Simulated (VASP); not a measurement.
Computed with HSE06 screened hybrid, VASP's PBE PAW potentials (set 64) (plane waves; VASP 6.6.1).

The input files of a VASP run:

INCAR:
```
AEXX=0.25
ALGO=Normal
EDIFF=1E-6
ENCUT=280
GGA=PE
HFSCREEN=0.2
ISIF=2
ISMEAR=-1
ISYM=3
LASPH=.TRUE.
LCHARG=.FALSE.
LHFCALC=.TRUE.
LMAXMIX=4
LREAL=.FALSE.
LWAVE=.FALSE.
NELM=100
PREC=Accurate
PRECFOCK=Fast
SIGMA=0.05
SYSTEM=SrO
```

### KPOINTS
```
Automatic mesh
0
Gamma
4 4 4
0 0 0
```

**POSCAR**
```
SrO
1.0
  0.0000000000   2.5923110000   2.5923110000
  2.5923110000   0.0000000000   2.5923110000
  2.5923110000   2.5923110000   0.0000000000
Sr O
1 1
direct
  0.5000000000   0.5000000000   0.5000000000
  0.0000000000   0.0000000000   0.0000000000
```

POTCAR, in this order: Sr_sv O (PBE.64 set). Program: vasp_std.

Output

**OSZICAR**
```
       N       E                     dE             d eps       ncg     rms          rms(c)
DAV:   1    -0.644499453526E+03   -0.64450E+03   -0.57341E+03   192   0.764E+02
DAV:   2    -0.710135712691E+03   -0.65636E+02   -0.59512E+02   244   0.199E+02
DAV:   3    -0.713925943001E+03   -0.37902E+01   -0.37630E+01   300   0.449E+01
DAV:   4    -0.714000452221E+03   -0.74509E-01   -0.74503E-01   232   0.460E+00
DAV:   5    -0.166419415154E+02    0.69736E+03   -0.49541E+00   196   0.236E+01    0.156E+01
DAV:   6    -0.142440064367E+02    0.23979E+01   -0.59196E+00   204   0.195E+01    0.156E+01
DAV:   7    -0.144793943571E+02   -0.23539E+00   -0.72910E-01   236   0.580E+00    0.116E+01
DAV:   8    -0.143893355073E+02    0.90059E-01   -0.16087E-01   224   0.344E+00    0.570E+00
DAV:   9    -0.143870280210E+02    0.23075E-02   -0.53200E-02   232   0.190E+00    0.293E+00
DAV:  10    -0.143838603873E+02    0.31676E-02   -0.29974E-03   264   0.646E-01    0.190E+00
DAV:  11    -0.143836598450E+02    0.20054E-03   -0.27461E-03   256   0.443E-01    0.129E+00
DAV:  12    -0.143838970878E+02   -0.23724E-03   -0.50816E-04   244   0.221E-01    0.771E-01
DAV:  13    -0.143840459240E+02   -0.14884E-03   -0.17235E-04   220   0.136E-01    0.444E-01
DAV:  14    -0.143841418940E+02   -0.95970E-04   -0.49827E-05   228   0.759E-02    0.265E-01
DAV:  15    -0.143841924781E+02   -0.50584E-04   -0.23092E-05   224   0.474E-02    0.163E-01
DAV:  16    -0.143842191307E+02   -0.26653E-04   -0.10079E-05   224   0.302E-02    0.993E-02
DAV:  17    -0.143842323004E+02   -0.13170E-04   -0.37437E-06   212   0.189E-02    0.596E-02
DAV:  18    -0.143842385492E+02   -0.62489E-05   -0.15881E-06   196   0.123E-02    0.357E-02
DAV:  19    -0.143842414656E+02   -0.29163E-05   -0.68486E-07   156   0.810E-03    0.217E-02
DAV:  20    -0.143842428325E+02   -0.13669E-05   -0.36831E-07   136   0.576E-03    0.132E-02
DAV:  21    -0.143842434721E+02   -0.63960E-06   -0.16510E-07   120   0.354E-03
   1 F= -.14384243E+02 E0= -.14384243E+02  d E =-.765711E-10
```

### OUTCAR
```
------------------------ aborting loop because EDIFF is reached ----------------------------------------
  FORCE on cell =-STRESS in cart. coord.  units (eV):
  Direction    XX          YY          ZZ          XY          YZ          ZX
  --------------------------------------------------------------------------------------
  Total       -6.5513248     -6.5513248     -6.5513248     -0.0000000     -0.0000000     -0.0000000
  in kB     -301.2648106   -301.2648106   -301.2648106     -0.0000000     -0.0000000     -0.0000000
  external PRESSURE =    -301.2648106 kB  Pullay stress =       0.0000000 kB
  volume of cell :       34.84
      direct lattice vectors                 reciprocal lattice vectors
     0.000000000  2.592311000  2.592311000    -0.192878092  0.192878092  0.192878092
     2.592311000  0.000000000  2.592311000     0.192878092 -0.192878092  0.192878092
     2.592311000  2.592311000  0.000000000     0.192878092  0.192878092 -0.192878092
  FREE ENERGIE OF THE ION-ELECTRON SYSTEM (eV)
  ---------------------------------------------------
  free  energy   TOTEN  =       -14.3842434721 eV

  energy  without entropy=      -14.3842434720  energy(sigma->0) =      -14.38424347

  exchange ACFDT corr.  =         0.00000000  see jH, gK, PRB 81, 115126
```
(Selected blocks of OUTCAR.)

At this cut-off the stress carries a Pulay error, which pulls relaxed volumes low.

The structure comes from a computed database's SrO entry; how it stands against other phases isn't given here. The cell was not relaxed at this level. The k-mesh is coarse (spacing up to 0.52 per Å, 2π included), so the numbers may not be converged in it. The run is one of a series of settings (AEXX = 0.25, ENCUT = 280, HFSCREEN = 0.2, ISYM = 3, LHFCALC = .TRUE., PRECFOCK = Fast, KPOINTS 4×4×4 Γ-centred mesh against the base run), some of them coarse on purpose.
